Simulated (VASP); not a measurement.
Cost and result of VASP (PAW) for the lattice constant a of ZrO$_{2}$ (fluorite). Static lattice. The cost counts the five points of the equation of state, each on the mesh and cut-off of its row, so the ratios hold those differences too. With PBE it took about 50 core-seconds. Times come from single runs on busy shared machines, so they are rough: good to a factor of about 2.

Measured: 5.090 Å at 0 K (as given by Xinyuan Zhao et al., Physical review. B, Condensed matter (2002), arXiv:cond-mat/0108491; extrapolated to 0 K from high-temperature diffraction of the cubic phase (5.27 Å at 2410 °C), as arXiv:1708.09424 says of the same reference; zero-point expansion not removed).

```tsv
level	k-mesh	cut-off (eV)	lattice constant a (Å)	error (%)	cost over PBE
LDA	8×8×8	520	5.033	-1.1	within a factor of 2
PBEsol	8×8×8	520	5.069	-0.4	within a factor of 2
PBE	8×8×8	520	5.120	+0.6	reference
r2SCAN	8×8×8	520	5.093	+0.1	about 5 times
SCAN	8×8×8	520	5.088	-0.0	about 5 times
```

Within 0.3 % of the measurement lie r2SCAN, SCAN; r2SCAN, SCAN stand at the low end of their costs, about 5 times against PBE.

Left out are levels that failed, ran on another kind of processor or have no fit band path; at most nine are shown.

The compound is ZrO2 in the fluorite structure, the high-temperature cubic form, which is unstable at 0 K; the monoclinic form is the stable one.
